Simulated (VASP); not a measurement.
Input for VASP

### KPOINTS
```
Automatic mesh
0
Gamma
8 8 8
0 0 0
```

File POSCAR:
```
GaAs
1
    0.0000000000     2.8028204692     2.8028204692
    2.8028204692     0.0000000000     2.8028204692
    2.8028204692     2.8028204692     0.0000000000
Ga As
1 1
Direct
  0.0000000000   0.0000000000   0.0000000000
  0.2500000000   0.2500000000   0.2500000000
```

INCAR:
```
SYSTEM = GaAs
PREC = Accurate
ENCUT = 500
EDIFF = 1E-6
NELM = 100
ALGO = Normal
LREAL = .FALSE.
LASPH = .TRUE.
ISMEAR = 0
SIGMA = 0.05
LMAXMIX = 4
LWAVE = .FALSE.
LCHARG = .FALSE.
IBRION = 2
ISIF = 3
NSW = 40
EDIFFG = -0.02
```

POTCAR, in this order: Ga_d As (LDA.64 set). Program: vasp_std.

Problem. Write an equivalent input for Quantum ESPRESSO's pw.x.

Solution. One equivalent input (not run):
```
&CONTROL
  calculation = 'vc-relax'
  pseudo_dir = './pseudo'
  outdir = './out'
  tprnfor = .true.
  tstress = .true.
  nstep = 40
  forc_conv_thr = 0.00078
/
&SYSTEM
  ibrav = 0
  nat = 2
  ntyp = 2
  ecutwfc = 80
  occupations = 'smearing'
  smearing = 'gaussian'
  degauss = 0.003675
  input_dft = 'pz'
/
&ELECTRONS
  conv_thr = 7.3e-08
  electron_maxstep = 100
/
&IONS
/
&CELL
/
ATOMIC_SPECIES
  Ga 69.723 Ga.upf
  As 74.922 As.upf
CELL_PARAMETERS angstrom
     0.0000000    2.8028205    2.8028205
     2.8028205    0.0000000    2.8028205
     2.8028205    2.8028205    0.0000000
ATOMIC_POSITIONS crystal
  Ga   0.0000000  0.0000000  0.0000000
  As   0.2500000  0.2500000  0.2500000
K_POINTS automatic
  8 8 8 0 0 0
```
The two are equivalent in intent, not identical: the potentials are each code's own (VASP's PAW set, PseudoDojo norm-conserving files in pw.x), so ENCUT and ecutwfc are chosen apart and not converted; conv_thr bounds pw.x's estimated SCF error, while EDIFF bounds the energy change between steps; forc_conv_thr acts on force components and is met together with etot_conv_thr.

The compound is GaAs in the zinc blende structure. This run relaxes it. Symmetry was kept, so distortions that lower it aren't found.
